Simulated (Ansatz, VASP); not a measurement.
# Cross-check of InP between VASP and Ansatz, part 2 of 2

Wanted: the spread between two codes on one cell, functional and k mesh. The cell is taken from a series of runs on this material, whose earlier steps may have relaxed, scaled, displaced or heated it; both programs get it as it stands.

VASP 6.6.1 and Ansatz 0.2.0.

So far: Starting point; VASP: single point, HSE06.

### 3. Ansatz: single point, HSE06

Level of this step: Ansatz beside VASP: Kohn-Sham DFT, plane waves, HSE06 (Ansatz).

Ansatz runs on its PAW soft_1 files.

The same cell, functional, mesh and smearing now go to Ansatz.

input.yaml

```yaml
crystal:
  lattice:
    - [0.0, 2.9969738253, 2.9969738253]
    - [2.9969738253, 0.0, 2.9969738253]
    - [2.9969738253, 2.9969738253, 0.0]
  atoms:
    - { symbol: In, position: [0.0, 0.0, 0.0] }
    - { symbol: P, position: [0.75, 0.75, 0.75] }
kpoints:
  mp_grid: { grid: [6, 6, 6] }
scf:
  occupations: { method: fermi_dirac, width: 0.02 }
hamiltonian:
  xc: hse06
  pseudopotentials: { kind: paw, azcp: { folder: soft_1 } }
basis:
  ecutwfc: 600
output:
  forces: true
  stress: true
```

On the command line:

```sh
$ ansatz run input.yaml --threads 8 --pin off --max-ram 18432MiB --backend cpu --events-out ev --progress --plain --runs-dir out
```

Numbers of over 12 decimals in the logs are rounded to 6 here.

Output:

```text
Warning: output.stress: scf.convergence.dr2_threshold = 1e-7 eV (the SCF's general default) is looser than the 2e-10 eV advised for a printed stress (1e-10 eV for each atom of the cell: 2). What an SCF threshold leaves in a stress goes as its square root, and in the free energy as the threshold itself, and one threshold admits the most on a small cell: [figures from the program's tests cut] Set scf.convergence.dr2_threshold to 2e-10 eV or tighter. The threshold is an SCF's pass mark: one that does not reach it within its budget of iterations ends unconverged, or closes short of it on a stop that the run arms, and scf.convergence.dr2_threshold's page says what that costs each kind of run
Warning: output.stress: scf.exx.energy_threshold = 1e-6 eV is looser than the 2e-8 eV advised for a stress under a hybrid functional (1e-8 eV for each atom of the cell: 2). Every SCF of the exchange loop can meet its threshold on dr2 while the loop round them stops early: no threshold on dr2 bounds what that leaves in the stress. Set scf.exx.energy_threshold to 2e-8 eV or tighter. The threshold is the loop's pass mark: a loop that does not reach it within its budget of cycles ends unconverged, and scf.exx.energy_threshold's page has the law
Engine: ansatz 0.2.0, aarch64-unknown-linux-gnu
Pseudopotentials: kind: paw
Pseudopotential: In, paw, valence charge 13, recommended cutoff 420 eV (normal), soft_1/In.paw.azcp
Pseudopotential: P, paw, valence charge 5, recommended cutoff 420 eV (normal), soft_1/P.paw.azcp
Functional definition: HSE06
  parameter a = 0.25
  parameter omega = 0.11/bohr
  exchange = pbe_x - a*pbe_x_sr(omega) + a*exact_x_sr(omega)
  correlation = pbe_c
Crystal: 2 atoms, lattice volume = 53.837 Å³
Basis set: ecut = 600 eV, 1807 PW (Γ), exchange–correlation on 72×72×72 points (8 copies of the dense FFT grid, shifted against one another)
Bands: 13, of which v1, the nominal top of the filled ones, is band 9 counted from 1 (8 counted from 0)
Symmetry: 24 space group operations
Space group: F-43m (ITA 216), of the structure as read, at distance tolerance 3.8e-5 Å
k-points: 16 of 216 (time reversal used)
Non-local potential: In, projectors of the file, l = 0: 2, l = 1: 2, l = 2: 2, l = 3: 1
Non-local potential: P, projectors of the file, l = 0: 2, l = 1: 2, l = 2: 1
PAW form: soft (Blöchl's): semilocal exchange-correlation on the pseudo side does not see the compensation charge
PAW frozen core: In, regenerated for the run's functional, and the local potential with it (the file was generated under x = pbe(κ = 0.804, μ = 0.219515), c = pbe(β = 0.066725))
PAW frozen core: P, regenerated for the run's functional, and the local potential with it (the file was generated under x = pbe(κ = 0.804, μ = 0.219515), c = pbe(β = 0.066725))
PAW one-centre angular grid: In, 590 points (default); XC on 64 Gauss nodes
PAW one-centre angular grid: P, 110 points (default); XC on 64 Gauss nodes
Initial density: superposition of atomic densities (chi_scale 0.1, normalization cell, long waves kept (reshape's long-wave potential 0.00 eV rms))
Initial wavefunctions: pseudopotential atomic-orbital guess
Functional: x = pbe(κ = 0.804, μ = 0.219515), c = pbe(β = 0.066725), warm-up for x = pbe(κ = 0.804, μ = 0.219515) + 0.25 (exact − pbe) at short range (hse, ω = 0.207870 Å⁻¹), c = pbe(β = 0.066725); HSE06 as pw.x's `hse` composes it (authors' and Libxc's form: `xc: wpbeh`)
SCF iter   1: F=—  HF=-6354.228461 eV  |F-HF|=—  |Δ(HF+E_count)|=         —  Δρ=3.24e-2  dr2=8.10e-1  ethr=1.00e-1  ⟨swp⟩=5.1  Hψ=641  notcnv=0
preconditioner: auto → none  [insulator: Δε(μ)=0.631 eV  Ē_g=14.293 eV  σ=0.020 eV  W_gap=1.00  n_scr=14 (ndim 8)  ℏωp=21.5 eV  f_vac=0.000  D(μ)=0.00/eV (n_scr^D=0)]
SCF iter   2: F=—  HF=-6354.068619 eV  |F-HF|=—  |Δ(HF+E_count)|=   1.60e-1  Δρ=1.54e-2  dr2=8.95e-2  ethr=4.50e-3  ⟨swp⟩=4.1  Hψ=561  notcnv=0  defer=1
SCF iter   3: F=—  HF=-6354.061191 eV  |F-HF|=—  |Δ(HF+E_count)|=   7.43e-3  Δρ=5.85e-3  dr2=1.37e-2  ethr=4.97e-4  ⟨swp⟩=3.2  Hψ=484  notcnv=0
iter 4 solved again at ethr=2.01e-6 eV; its pass at ethr=7.60e-5 eV (dr2=3.62e-4 eV) is discarded
SCF iter   4: F=—  HF=-6354.062362 eV  |F-HF|=—  |Δ(HF+E_count)|=   1.17e-3  Δρ=1.04e-3  dr2=3.19e-4  ethr=2.01e-6  ⟨swp⟩=4.3  Hψ=1134  notcnv=0  defer=3
eigensolver tolerance schedule: the retry pair's looser diagonalisation over-reported the residual by 0.14 of it (diagonalisation noise at 0.14 of the residual, at the tolerance the schedule requests for it); recorded, not acted on — ethr = c·dr2/N_el stays at c = 1.0e-1
SCF iter   5: F=—  HF=-6354.062308 eV  |F-HF|=—  |Δ(HF+E_count)|=   5.41e-5  Δρ=3.05e-4  dr2=2.62e-5  ethr=1.77e-6  ⟨swp⟩=3.1  Hψ=444  notcnv=0  defer=1
SCF iter   6: F=-6354.062319 eV  HF=-6354.062324 eV  |F-HF|=4.47e-6  |Δ(HF+E_count)|=   1.63e-5  Δρ=7.98e-5  dr2=5.99e-6  ethr=1.45e-7  ⟨swp⟩=4.1  Hψ=478  notcnv=0  defer=1
SCF 1 stopped early in 6 iterations: F = -6354.062319 eV  dr2 = 5.99e-6
  greatest PAW one-centre occupation: 0.981 electrons in one spin orbital (limit 2), on the In atom at site 0 (counted from 0), in its partial waves of l = 2
Initial density: handed on by an earlier stage of this run
Initial wavefunctions: those handed on with the density
Functional: x = pbe(κ = 0.804, μ = 0.219515) + 0.25 (exact − pbe) at short range (hse, ω = 0.207870 Å⁻¹), c = pbe(β = 0.066725); HSE06 as pw.x's `hse` composes it (authors' and Libxc's form: `xc: wpbeh`)
Exchange kernel: α = 0.2500, screened, ω = 0.2079 Å⁻¹, Wigner–Seitz truncation, v(0) = 1046.8100 eV·Å³, q-mesh 6×6×6, nearest image of the exchange supercell L = 25.43 Å, pair-density grid 18×18×18, without the augmentation charges, whose exchange is taken in its separable form by FFT convolution over the k-point mesh (sized by the pseudopotential files, 30×30×30 at the most), smooth part of the exact exchange by density-matrix convolution
Frozen-core exchange: fock
SCF iter   1: F=—  HF=-6358.548208 eV  |F-HF|=—  |Δ(HF+E_count)|=         —  Δρ=4.77e-3  dr2=7.82e-3  ethr=3.33e-7  ⟨swp⟩=9.9  Hψ=1275  notcnv=0
preconditioner: auto → none  [insulator: Δε(μ)=1.015 eV  Ē_g=16.520 eV  σ=0.020 eV  W_gap=1.00  n_scr=14 (ndim 8)  ℏωp=21.5 eV  f_vac=0.023  D(μ)=0.00/eV (n_scr^D=0)]
SCF iter   2: F=—  HF=-6358.545960 eV  |F-HF|=—  |Δ(HF+E_count)|=   2.25e-3  Δρ=1.20e-3  dr2=1.49e-3  ethr=3.33e-7  ⟨swp⟩=4.2  Hψ=756  notcnv=0
SCF iter   3: F=—  HF=-6358.551698 eV  |F-HF|=—  |Δ(HF+E_count)|=   5.74e-3  Δρ=6.79e-4  dr2=2.05e-4  ethr=3.33e-7  ⟨swp⟩=5.1  Hψ=836  notcnv=0  defer=1
SCF iter   4: F=—  HF=-6358.551655 eV  |F-HF|=—  |Δ(HF+E_count)|=   4.32e-5  Δρ=5.39e-5  dr2=1.16e-5  ethr=3.33e-7  ⟨swp⟩=3.3  Hψ=491  notcnv=0
SCF iter   5: F=-6358.551746 eV  HF=-6358.551747 eV  |F-HF|=1.20e-6  |Δ(HF+E_count)|=   9.17e-5  Δρ=8.48e-5  dr2=2.69e-6  ethr=2.89e-9  ⟨swp⟩=5.2  Hψ=853  notcnv=0  defer=1
SCF 2 stopped early in 5 iterations: F = -6358.551746 eV  dr2 = 2.69e-6
  greatest PAW one-centre occupation: 0.983 electrons in one spin orbital (limit 2), on the In atom at site 0 (counted from 0), in its partial waves of l = 2
hybrid outer 1: dexx = +6.523e-3 eV, tail = 1.28e-5 eV
Exchange kernel: α = 0.2500, screened, ω = 0.2079 Å⁻¹, Wigner–Seitz truncation, v(0) = 1046.8100 eV·Å³, q-mesh 6×6×6, nearest image of the exchange supercell L = 25.43 Å, pair-density grid 18×18×18, without the augmentation charges, whose exchange is taken in its separable form by FFT convolution over the k-point mesh (sized by the pseudopotential files, 30×30×30 at the most), smooth part of the exact exchange by density-matrix convolution
Frozen-core exchange: fock
SCF iter   1: F=—  HF=-6358.551558 eV  |F-HF|=—  |Δ(HF+E_count)|=         —  Δρ=3.53e-5  dr2=5.85e-7  ethr=3.57e-7  ⟨swp⟩=3.8  Hψ=452  notcnv=0
preconditioner: auto → none  [insulator: Δε(μ)=1.085 eV  Ē_g=16.490 eV  σ=0.020 eV  W_gap=1.00  n_scr=14 (ndim 8)  ℏωp=21.5 eV  f_vac=0.025  D(μ)=0.00/eV (n_scr^D=0)]
SCF iter   2: F=—  HF=-6358.551558 eV  |F-HF|=—  |Δ(HF+E_count)|=   1.08e-7  Δρ=6.18e-6  dr2=3.86e-8  ethr=2.40e-9  ⟨swp⟩=4.0  Hψ=614  notcnv=0
SCF iter   3: F=—  HF=-6358.551558 eV  |F-HF|=—  |Δ(HF+E_count)|=   2.12e-7  Δρ=7.15e-6  dr2=2.14e-8  ethr=6.28e-11  ⟨swp⟩=4.5  Hψ=722  notcnv=0  defer=3
SCF iter   4: F=-6358.551558 eV  HF=-6358.551558 eV  |F-HF|=2.67e-10  |Δ(HF+E_count)|=   9.83e-9  Δρ=1.55e-6  dr2=1.48e-9  ethr=6.28e-11  ⟨swp⟩=3.1  Hψ=485  notcnv=0
SCF 3 converged in 4 iterations: F = -6358.551558 eV  dr2 = 1.48e-9
  Residual-converged pass: ⟨swp⟩=3.1  Hψ=414  notcnv=0  max |occ|·‖R‖ = 2.4e-6 eV (tolerance 2.4e-6 eV)  dr2=1.44e-9  dr2_onsite=1.80e-10  max |Δocc| = 5.1e-21
hybrid outer 2: dexx = +2.015e-7 eV, tail = 4.47e-9 eV, Δε = 1.04e-3 eV (about 3.12e-5 eV left of the loop's levels)
hybrid SCF converged: 2 outer / 9 inner (+6 warm-up), last move |dexx| = 2.01e-7 eV, tail = 4.47e-9 eV
Stability not checked: this state was not tested for a lower state beside it, because the functional holds exact exchange (a hybrid, or Hartree-Fock), whose exchange loop this test does not read (fock_operator; see scf.lower_state_search)
Free energy (F): -6358.551558 eV
Frozen-core exchange: fock
Harris-Foulkes:  -6358.551558 eV  (|F-HF|=2.67e-10)
Internal energy: -6358.551558 eV  (E = F + TS)
E sigma→0 (E₀):  -6358.551558 eV
Fermi energy:    6.351838 eV
--- Per-component energies (eV) ---
  E_band       = -91.994607
  E_kinetic    = 285.731833
  E_local      = -1370.814192  (includes V_loc(G=0)·N_el)
  E_nonlocal   = 357.682986
  E_hartree    = 550.115842
  E_xc         = -172.114389
  E_vxc        = -119.785267  (∫ρ·V_xc dr)
  E_exx        = -40.287832  (= α·E_x^exact, valence–valence)
  E_paw        = -4775.668724  (= ΣΔE_a)
  E_vpaw       = -264.464893  (= ΣTr[D̂ρ^β])
  E_aug_tail   = -0.000066  (compensation charges beyond the density's cutoff)
  E_ewald      = -1193.632591
  E_core_change = 0.435575  (= ΣΔE_core)
  E_smearing   = -0.000000  (= −TS)
  E_closure    = 0.000000  (closes the sum)
  Σ components = -6358.551558   (vs F -6358.551558, Δ=9.09e-13)
--- Forces (eV/Å), atoms counted from 1 ---
  atom   1  In    -0.00000000     0.00000000    -0.00000000
  atom   2  P      0.00000000    -0.00000000    -0.00000000
  max |Σ_I F_I| component: 7.40e-17 eV/Å
--- Stress (GPa, compression-positive) ---
       -2.895610       0.000000      -0.000000
        0.000000      -2.895610       0.000000
       -0.000000       0.000000      -2.895610
  P = ⅓ Tr σ = -2.8956 GPa (-28.956 kbar)
--- Band table (eV; the first three rows and the last of 16) ---
  k-point 0: bands = ["-10.0325", "-10.0325", "-10.0325", "-9.8995", "-9.8995", "-6.4735", "5.7986", "5.7986", "5.7986", "6.8831"]
  k-point 1: bands = ["-10.0545", "-10.0224", "-10.0224", "-9.8992", "-9.8992", "-6.1679", "3.5679", "5.5051", "5.5051", "8.0884"]
  k-point 2: bands = ["-10.0971", "-10.0060", "-10.0060", "-9.8948", "-9.8948", "-5.3866", "1.0894", "5.0349", "5.0349", "8.0200"]
  k-point 15: bands = ["-10.1551", "-9.9737", "-9.9534", "-9.9220", "-9.8831", "-4.1478", "-0.0212", "3.0080", "3.0735", "9.7830"]
  guard bands above this table: 3 of the run's 13 bands. The solve was not asked for them (output.publish_guard_bands: true or output.eigenvalues: true publishes all)
```

The run ends at a pressure of -2.90 GPa.

### 4. Differences

Known differences besides the potentials themselves: exact exchange at q = 0 is treated differently, which shows on coarse meshes; VASP keeps PBE cores, Ansatz makes them for the functional; the cutoff is 600 eV in Ansatz and 400 eV in VASP; VASP takes a coarser grid for exact exchange (PRECFOCK = Fast). Total energies have different zeros and are not compared.

Compared:

```csv
quantity,Ansatz,VASP,difference
pressure (GPa),-2.90,-3.06,+0.17
gap on the k mesh (eV),1.085,1.084,+0.001
```

A gap on the mesh is an upper bound, since the band edges may lie between its points.

### 5. Outcome

| Quantity | Value |
| --- | --- |
| difference in gap on the k mesh (single point, HSE06) | 5.2e-4 eV |

The difference in gap on the k mesh is 5.2e-4 eV (single point, HSE06), within the 0.08 eV picked in this series as the mark of a large difference. How closely two codes agree says nothing of how well the functional describes the real material.

[Lines on the potential files, build, host, timing and source positions are cut from VASP's logs without a mark.]

[Logs are printed without paths, hosts, clocks, repeated set-up lines and the standing remarks that a program may print on its own settings, such as how far it seeks lower states.]

[Hosts, paths, dates, database ids (printed as entryN), source tags and the programs' standing remarks are cut or masked in the printed files.]
